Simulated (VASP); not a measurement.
# Ga11CuP12 (a cell with a defect) in VASP: notebook

One crystal, Ga11CuP12 (a cell with a defect), is run at these levels: PBEsol+U; tasks: single point, relaxation of the atoms.

Program: VASP 6.6.1. These are calculated values, not measurements. Logs are shortened: lines on timing, memory, paths and dates and some standing lists are left out, and cuts for length are marked.

## Step 1: The crystal as given

The cell holds a defect, 24 atoms: a = 11.562 Å, b = 7.708 Å, c = 7.708 Å, α = 60.00°, β = 60.00°, γ = 60.00°.

## Step 2: Single point, PBEsol+U, collinear spin, ferromagnetic start

Contents of INCAR:

```
SYSTEM = Ga11CuP12
PREC = Accurate
ENCUT = 350
EDIFF = 1E-5
ISMEAR = 0
SIGMA = 0.03
LREAL = Auto
LASPH = .True.
NELM = 120
ALGO = Normal
ISIF = 2
LWAVE = .False.
LCHARG = .False.
ISPIN = 2
MAGMOM = 2 0 0 0 0 0 0 0 0 0 0 0 0 0 0 0 0 0 0 0 0 0 0 0
LORBIT = 11
LMAXMIX = 4
LDAU = .True.
LDAUTYPE = 2
LDAUL = 2 -1 -1
LDAUU = 5 0 0
LDAUJ = 0 0 0
LDAUPRINT = 1
GGA = PS
NBANDS = 129
KPAR = 2
```

Contents of KPOINTS:

```
regular mesh
0
Gamma
  2 2 2
  0 0 0
```

Contents of POSCAR:

```
Ga11CuP12
1.0
    0.0000000000      8.1757500000      8.1757500000
    5.4505000000      0.0000000000      5.4505000000
    5.4505000000      5.4505000000      0.0000000000
Cu Ga P
1 11 12
Direct
    0.0000000000      0.0000000000      0.0000000000
    0.0000000000      0.0000000000      0.5000000000
    0.0000000000      0.5000000000      0.0000000000
    0.0000000000      0.5000000000      0.5000000000
    0.3333330000      0.0000000000      0.0000000000
    0.3333330000      0.0000000000      0.5000000000
    0.3333330000      0.5000000000      0.0000000000
    0.3333330000      0.5000000000      0.5000000000
    0.6666670000      0.0000000000      0.0000000000
    0.6666670000      0.0000000000      0.5000000000
    0.6666670000      0.5000000000      0.0000000000
    0.6666670000      0.5000000000      0.5000000000
    0.0833333333      0.1250000000      0.1250000000
    0.0833333333      0.1250000000      0.6250000000
    0.0833333333      0.6250000000      0.1250000000
    0.0833333333      0.6250000000      0.6250000000
    0.4166663333      0.1250000000      0.1250000000
    0.4166663333      0.1250000000      0.6250000000
    0.4166663333      0.6250000000      0.1250000000
    0.4166663333      0.6250000000      0.6250000000
    0.7500003333      0.1250000000      0.1250000000
    0.7500003333      0.1250000000      0.6250000000
    0.7500003333      0.6250000000      0.1250000000
    0.7500003333      0.6250000000      0.6250000000
```

Potentials or basis: VASP PAW PBE potentials, release 64 (Cu, Ga_d, P).

The run is started by

```console
> cat potpaw_PBE.64/Cu/POTCAR potpaw_PBE.64/Ga_d/POTCAR potpaw_PBE.64/P/POTCAR > POTCAR
> mpirun -np 4 vasp_std > vasp.out
```

OUTCAR:

```text
SYSTEM = Ga11CuP12
   PREC = Accurate
   ENCUT = 350
   EDIFF = 1E-5
   ISMEAR = 0
   LREAL = Auto
   LASPH = .True.
   NELM = 120
   ISIF = 2
   ISPIN = 2
   LORBIT = 11
   GGA = PS

 ion  position               nearest neighbor table
   1  0.000  0.000  0.000-  21 2.36  13 2.36  15 2.36  14 2.36
   2  0.000  0.000  0.500-  22 2.36  14 2.36  16 2.36  13 2.36
   3  0.000  0.500  0.000-  23 2.36  15 2.36  16 2.36  13 2.36
   4  0.000  0.500  0.500-  24 2.36  16 2.36  14 2.36  15 2.36
   5  0.333  0.000  0.000-  13 2.36  17 2.36  18 2.36  19 2.36
   6  0.333  0.000  0.500-  14 2.36  18 2.36  17 2.36  20 2.36
[... 16 lines left out ...]
  23  0.750  0.625  0.125-   3 2.36  11 2.36   9 2.36  12 2.36
  24  0.750  0.625  0.625-   4 2.36  12 2.36  11 2.36  10 2.36

  LATTYP: Found a face centered orthorhombic cell.
 ALAT       =     7.7081710217
 B/A-ratio  =     1.7320508076
 C/A-ratio  =     2.4494897428

  Lattice vectors:

 A1 = (   0.0000000000,   8.1757500000,   8.1757500000)
 A2 = (  -5.4505000000,   2.7252500000,   8.1757500000)
 A3 = (   5.4505000000,   0.0000000000,   5.4505000000)

Analysis of symmetry for initial positions (statically):
=====================================================================
 Subroutine PRICEL returns:
 Original cell was already a primitive cell.

 Routine SETGRP: Setting up the symmetry group for a
 face centered orthorhombic supercell.

 Subroutine GETGRP returns: Found  2 space group operations
 (whereof  2 operations were pure point group operations)
 out of a pool of  8 trial point group operations.

The static configuration has the point symmetry C_1h.

Analysis of symmetry for dynamics (positions and initial velocities):
=====================================================================
 Subroutine PRICEL returns:
 Original cell was already a primitive cell.

 Routine SETGRP: Setting up the symmetry group for a
 face centered orthorhombic supercell.

 Subroutine GETGRP returns: Found  2 space group operations
 (whereof  2 operations were pure point group operations)
 out of a pool of  8 trial point group operations.

The dynamic configuration has the point symmetry C_1h.

Analysis of structural, dynamic, and magnetic symmetry:
=====================================================================
 Subroutine PRICEL returns:
 Original cell was already a primitive cell.

 Routine SETGRP: Setting up the symmetry group for a
 face centered orthorhombic supercell.

 Subroutine GETGRP returns: Found  2 space group operations
 (whereof  2 operations were pure point group operations)
 out of a pool of  8 trial point group operations.

The overall configuration has the point symmetry C_1h.

 Subroutine INISYM returns: Found  2 space group operations
 (whereof  2 operations are pure point group operations),
 and found     1 'primitive' translations

----------------------------------------------------------------------------------------

                                     Primitive cell

  volume of cell :     485.7695

  direct lattice vectors                    reciprocal lattice vectors
     0.000000000  8.175750000  8.175750000    -0.061156469  0.061156469  0.061156469
     5.450500000  0.000000000  5.450500000     0.091734703 -0.091734703  0.091734703
     5.450500000  5.450500000  0.000000000     0.091734703  0.091734703 -0.091734703

  length of vectors
    11.562256533  7.708171022  7.708171022     0.105926111  0.158889167  0.158889167

  position of ions in fractional coordinates (direct lattice)
     0.000000000  0.000000000  0.000000000
     0.000000000  0.000000000  0.500000000
     0.000000000  0.500000000  0.000000000
     0.000000000  0.500000000  0.500000000
     0.333333000  0.000000000  0.000000000
     0.333333000  0.000000000  0.500000000
[... 129 lines left out ...]
   AEXX    =    0.0000 exact exchange contribution
   IVDW    =     0    specifies the selected vdW correction
   LEPSILON=     F    determine dielectric tensor
   LRPA    =     F    only Hartree local field effects (RPA)
 spin polarized calculation
 Gauss-broadening in eV      SIGMA  =   0.03
  energy-cutoff  :      350.00
  volume of cell :      485.77
 maximum number of plane-waves:      7275
 NGX is ok and might be reduce to    72
   NGX = 35   NGY = 23   NGZ = 23

atom =   1  type =  1  l = 2

 onsite density matrix

spin component  1

  0.9264 -0.0063 -0.0005  0.0080 -0.0004
 -0.0063  0.9318  0.0002 -0.0063 -0.0003
 -0.0005  0.0002  0.9447  0.0006 -0.0001
  0.0080 -0.0063  0.0006  0.9264  0.0002
 -0.0004 -0.0003 -0.0001  0.0002  0.9449

spin component  2

  0.9147 -0.0060 -0.0008  0.0022 -0.0004
 -0.0060  0.9207 -0.0005 -0.0060  0.0009
 -0.0008 -0.0005  0.9446  0.0007 -0.0001
  0.0022 -0.0060  0.0007  0.9147  0.0005
 -0.0004  0.0009 -0.0001  0.0005  0.9447

 occupancies and eigenvectors

  o =  0.9101  v =  0.0000  0.0000  0.0000  0.0000  0.0000 -0.5522 -0.6243 -0.0098 -0.5522  0.0170      0.0000  0.0000  0.0000  0.0000  0.0000  0.0000  0.0000  0.0000  0.0000  0.0000
  o =  0.9124  v =  0.0000  0.0000  0.0000  0.0000  0.0000  0.7066 -0.0000  0.0332 -0.7066  0.0192      0.0000  0.0000  0.0000  0.0000  0.0000  0.0000  0.0000  0.0000  0.0000  0.0000
  o =  0.9184  v =  0.7067 -0.0000  0.0288 -0.7067  0.0166  0.0000  0.0000  0.0000  0.0000  0.0000      0.0000  0.0000  0.0000  0.0000  0.0000  0.0000  0.0000  0.0000  0.0000  0.0000
  o =  0.9240  v = -0.4636 -0.7549  0.0083 -0.4636 -0.0143  0.0000  0.0000  0.0000  0.0000  0.0000      0.0000  0.0000  0.0000  0.0000  0.0000  0.0000  0.0000  0.0000  0.0000  0.0000
  o =  0.9274  v =  0.0000  0.0000  0.0000  0.0000  0.0000  0.4416 -0.7799 -0.0217  0.4416  0.0376      0.0000  0.0000  0.0000  0.0000  0.0000  0.0000  0.0000  0.0000  0.0000  0.0000
  o =  0.9421  v = -0.5335  0.6542 -0.0266 -0.5335  0.0460  0.0000  0.0000  0.0000  0.0000  0.0000      0.0000  0.0000  0.0000  0.0000  0.0000  0.0000  0.0000  0.0000  0.0000  0.0000
  o =  0.9445  v =  0.0000  0.0000  0.0000  0.0000  0.0000 -0.0271 -0.0000  0.8654  0.0271  0.4996      0.0000  0.0000  0.0000  0.0000  0.0000  0.0000  0.0000  0.0000  0.0000  0.0000
  o =  0.9447  v =  0.0235 -0.0000 -0.8655 -0.0235 -0.4997  0.0000  0.0000  0.0000  0.0000  0.0000      0.0000  0.0000  0.0000  0.0000  0.0000  0.0000  0.0000  0.0000  0.0000  0.0000
  o =  0.9448  v =  0.0000  0.0000  0.0000  0.0000  0.0000 -0.0083  0.0461 -0.4994 -0.0083  0.8650      0.0000  0.0000  0.0000  0.0000  0.0000  0.0000  0.0000  0.0000  0.0000  0.0000
  o =  0.9449  v =  0.0207 -0.0473 -0.4992  0.0207  0.8647  0.0000  0.0000  0.0000  0.0000  0.0000      0.0000  0.0000  0.0000  0.0000  0.0000  0.0000  0.0000  0.0000  0.0000  0.0000

 number of electron     213.9999826 magnetization       0.3253630

 Free energy of the ion-electron system (eV)
  ---------------------------------------------------
  ext. energy  EPLUGINS =         0.00000000
  ---------------------------------------------------
  free energy    TOTEN  =      -115.61578470 eV

  energy without entropy =     -115.61098940  energy(sigma->0) =     -115.61338705

 E-fermi :   4.4020     XC(G=0):  -9.9959

 val. band max:        4.3950069218   @ k =   0.0000   0.5000   0.0000
 cond. band min:       4.4113936445   @ k =   0.0000   0.5000   0.0000
 fundamental gap:      0.0163867227
 Fermi energy:         4.4020412920

 spin component 1

 k-point     1 :       0.0000    0.0000    0.0000
  band No.  band energies     occupation
      1     -10.2327      1.00000
      2     -10.2277      1.00000
      3     -10.2183      1.00000
      4     -10.2021      1.00000
      5     -10.1960      1.00000
      6     -10.1910      1.00000
[... 721 lines left out ...]
    118       8.2784      0.00000
    119       8.4117      0.00000
 Fermi energy:         4.4020412920

 spin component 2

 k-point     1 :       0.0000    0.0000    0.0000
  band No.  band energies     occupation
      1     -10.2325      1.00000
      2     -10.2272      1.00000
      3     -10.2176      1.00000
      4     -10.2013      1.00000
      5     -10.1953      1.00000
      6     -10.1900      1.00000
[... 721 lines left out ...]
    118       8.2888      0.00000
    119       8.4219      0.00000
 [bands above 119 left out]

------------------------ aborting loop because EDIFF is reached ----------------------------------------

  FORCE on cell =-STRESS in cart. coord.  units (eV):
  Direction    XX          YY          ZZ          XY          YZ          ZX
  --------------------------------------------------------------------------------------
  -------------------------------------------------------------------------------------
  Total       -4.2367752     -5.2682222     -5.2682222      0.3761529     -0.4979020      0.3761528
  in kB      -13.9738385    -17.3757830    -17.3757830      1.2406370     -1.6421928      1.2406366
  external PRESSURE =     -16.2418015 kB  Pullay stress =       0.0000000 kB

 VOLUME and BASIS-vectors are now :
 -----------------------------------------------------------------------------
  energy-cutoff  :      350.00
  volume of cell :      485.77
      direct lattice vectors                 reciprocal lattice vectors
     0.000000000  8.175750000  8.175750000    -0.061156469  0.061156469  0.061156469
     5.450500000  0.000000000  5.450500000     0.091734703 -0.091734703  0.091734703
     5.450500000  5.450500000  0.000000000     0.091734703  0.091734703 -0.091734703

 POSITION                                       TOTAL-FORCE (eV/Angst)
 -----------------------------------------------------------------------------------
      0.00000      0.00000      0.00000         0.059353     -0.082050     -0.082050
      2.72525      2.72525      0.00000         0.016995     -0.044962      0.072330
      2.72525      0.00000      2.72525         0.016995      0.072330     -0.044962
      5.45050      2.72525      2.72525        -0.016745     -0.046435     -0.046435
      0.00000      2.72525      2.72525         0.105388     -0.109668     -0.109668
      2.72525      5.45050      2.72525         0.104891     -0.147617     -0.086256
[... 16 lines left out ...]
      4.08787      6.81313      9.53838        -0.019133     -0.003725      0.019681
      6.81312      9.53838      9.53838        -0.005576      0.020600      0.020600
 -----------------------------------------------------------------------------------
    total drift:                                0.001304      0.001937      0.001942

  FREE ENERGIE OF THE ION-ELECTRON SYSTEM (eV)
  ---------------------------------------------------
  free  energy   TOTEN  =      -115.6157846974 eV

  energy  without entropy=     -115.6109894033  energy(sigma->0) =     -115.61338705

 total charge

# of ion       s       p       d       tot
------------------------------------------
    1        0.419   0.370   9.293  10.082
    2        0.865   0.852  10.007  11.724
    3        0.865   0.852  10.007  11.724
    4        0.865   0.851  10.007  11.723
    5        0.864   0.858  10.008  11.729
    6        0.861   0.858  10.008  11.727
[... 16 lines left out ...]
   23        1.014   1.513   0.000   2.527
   24        1.013   1.515   0.000   2.528
--------------------------------------------------
tot         22.140  27.692 119.387 169.220

 magnetization (x)

# of ion       s       p       d       tot
------------------------------------------
    1       -0.001   0.012   0.035   0.046
    2       -0.000   0.002   0.001   0.003
    3       -0.000   0.002   0.001   0.003
    4       -0.000   0.000   0.000   0.000
    5       -0.001   0.004   0.002   0.005
    6       -0.000   0.001   0.001   0.002
[... 16 lines left out ...]
   23        0.000   0.003   0.000   0.003
   24       -0.000  -0.001   0.000  -0.001
--------------------------------------------------
tot          0.001   0.156   0.044   0.201
```

It took 3.3 min on 4 MPI ranks of AMD EPYC 9R45 (Zen 5), shared host; peak memory 0.42 GiB.

What came out:

- Free energy: -115.6158 eV
- Pressure: -1.6 GPa
- Largest force: 0.644 eV/Å
- Band gap on the k mesh: none (metal or under the smearing width)
- Net moment: 0.33 μB per cell
- Site moments: Cu +0.05; Ga +0.00, +0.01, -0.00; P +0.04, +0.02, -0.00, +0.01, +0.03, +0.00 μB
- Valence electrons inside the program's atomic spheres: Cu 10.08; Ga 11.72, 11.73; P 2.48, 2.52, 2.53, 2.50

Forces in eV/Å, atoms in the order of the input:
```
Cu   0.059 -0.082 -0.082
Ga   0.017 -0.045  0.072
Ga   0.017  0.072 -0.045
Ga  -0.017 -0.046 -0.046
Ga   0.105 -0.110 -0.110
Ga   0.105 -0.148 -0.086
Ga   0.105 -0.086 -0.148
Ga  -0.012 -0.002 -0.002
Ga   0.148  0.115  0.115
Ga  -0.109 -0.185  0.125
Ga  -0.109  0.125 -0.185
Ga  -0.012  0.008  0.008
P   -0.419 -0.309 -0.309
P    0.252  0.520 -0.285
P    0.252 -0.285  0.520
P    0.000  0.013  0.013
P   -0.124  0.053  0.053
P    0.066  0.033 -0.048
P    0.066 -0.048  0.033
P   -0.035  0.009  0.009
P   -0.311  0.359  0.359
P   -0.019  0.020 -0.004
P   -0.019 -0.004  0.020
P   -0.006  0.021  0.021
```

Levels at points of the mesh, in eV from the Fermi level:
Spin up:
| k point | band 104 | band 105 | band 106 | band 107 | band 108 | band 109 | band 110 | band 111 |
| --- | --- | --- | --- | --- | --- | --- | --- | --- |
| (0.00, 0.00, 0.00) | -0.41 | -0.41 | 0.36 | 0.44 | 0.45 | 1.64 | 1.70 | 1.75 |
| (0.50, 0.00, 0.00) | -0.67 | -0.29 | -0.28 | 0.27 | 0.30 | 1.60 | 1.69 | 1.72 |
| (0.00, 0.50, 0.00) | -0.95 | -0.61 | -0.61 | -0.04 | -0.01 | 2.12 | 2.22 | 2.26 |
| (0.50, 0.00, 0.50) | -1.18 | -1.11 | -0.74 | -0.53 | -0.12 | 2.40 | 2.41 | 2.56 |
| (0.00, 0.50, 0.50) | -1.11 | -1.04 | -0.56 | -0.39 | 0.03 | 2.20 | 2.26 | 2.55 |
| (0.50, 0.50, 0.50) | -1.03 | -0.86 | -0.71 | -0.24 | -0.15 | 2.35 | 2.52 | 2.76 |
Spin down:
| k point | band 103 | band 104 | band 105 | band 106 | band 107 | band 108 | band 109 | band 110 |
| --- | --- | --- | --- | --- | --- | --- | --- | --- |
| (0.00, 0.00, 0.00) | -0.72 | -0.40 | -0.39 | 0.40 | 0.47 | 0.50 | 1.64 | 1.70 |
| (0.50, 0.00, 0.00) | -0.81 | -0.63 | -0.28 | -0.27 | 0.33 | 0.33 | 1.61 | 1.69 |
| (0.00, 0.50, 0.00) | -1.11 | -0.92 | -0.61 | -0.60 | 0.01 | 0.06 | 2.12 | 2.22 |
| (0.50, 0.00, 0.50) | -1.21 | -1.15 | -1.11 | -0.73 | -0.46 | -0.06 | 2.40 | 2.41 |
| (0.00, 0.50, 0.50) | -1.19 | -1.10 | -1.00 | -0.55 | -0.32 | 0.06 | 2.20 | 2.27 |
| (0.50, 0.50, 0.50) | -1.12 | -1.01 | -0.85 | -0.69 | -0.18 | -0.12 | 2.36 | 2.52 |

Eigenvalues of the final occupation matrices:
| site | spin | trace | eigenvalues |
| --- | --- | --- | --- |
| site 1 d | 1 | 4.67 | 0.92 0.92 0.94 0.94 0.94 |
| site 1 d | 2 | 4.64 | 0.91 0.91 0.93 0.94 0.94 |

Caveat: the k mesh is coarse (spacing up to 0.50 Å⁻¹), so the values aren't converged; the cutoff is under 1.25 times the usual one of these potentials, so pressure, stress and relaxed cells hold a basis-set (Pulay) error; the PAW data sets were made with another functional, which shifts forces and pressure a little; the U is typed as a test and isn't derived for this compound.

(Part 1 of 3 ends here.)
